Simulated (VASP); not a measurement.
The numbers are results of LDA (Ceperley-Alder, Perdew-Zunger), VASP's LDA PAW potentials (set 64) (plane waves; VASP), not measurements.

VASP input:

### INCAR
```
SYSTEM = Pd
PREC = Accurate; ENCUT = 400; LREAL = .FALSE.
LASPH = .TRUE.
EDIFF = 1E-6; NELM = 100; ALGO = Normal
LMAXMIX = 4
ISMEAR = 1; SIGMA = 0.1
IBRION = 2; NSW = 60; ISIF = 3
EDIFFG = -0.01
LWAVE = .FALSE.; LCHARG = .FALSE.
```

### POSCAR
```
Pd
1
   -1.5268428067     1.5268428067     1.5268428067
    1.5268428067    -1.5268428067     1.5268428067
    1.5268428067     1.5268428067    -1.5268428067
Pd
1
Direct
  0.0000000000   0.0000000000   0.0000000000
```

### KPOINTS
```
Automatic mesh
0
Gamma
15 15 15
0 0 0
```

POTCAR, in this order: Pd (LDA.64 set). Program: vasp_std.

What will the output report for the number of irreducible k-points (NKPTS), largest plane-wave count, number of space-group operations, FFT grid (NGX, NGY, NGZ)?

The number of irreducible k-points (NKPTS) is 120. The largest plane-wave count is 267. The number of space-group operations comes out as 48 and the FFT grid (NGX, NGY, NGZ) is 18 × 18 × 18.

The structure comes from a computed database's Pd entry (Im-3m); how it stands against other phases isn't given here. This run relaxes it. Symmetry was kept, so distortions that lower it aren't found. The start is the result of an earlier pass.
